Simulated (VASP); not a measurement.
Energy against volume of Er (hcp). These are rev-vdW-DF2, VASP's PBE PAW potentials (set 64) (plane waves; VASP) values and carry that method's errors. Numerical set-up: 520 eV cut-off, 12×12×7 Γ-centred mesh, first-order Methfessel-Paxton smearing of 0.10 eV, potentials Er_3.

The 4f electrons are frozen in the core of the lanthanide potential, so 4f levels, which can set the real gap, and their magnetism are missing.

Shape and ions are relaxed at each volume.

| V (Å³/atom) | E (eV/atom) |
|---|---|
| 27.848 | -2.22076 |
| 28.737 | -2.23360 |
| 29.626 | -2.23821 |
| 30.514 | -2.23537 |

Fit these four points and predict the energy of the run at 31.403 Å³/atom.

A cubic in V^(−2/3), the third-order Birch-Murnaghan form, passes through the four points with V0 = 29.72 Å³/atom and B0 = 44 GPa, and gives -2.2258 eV/atom there. The run gave -2.2257 eV/atom, +0.1 meV/atom from the fit; all five points give B0 = 45 GPa.

The compound is Er in the hcp structure. It was relaxed first.
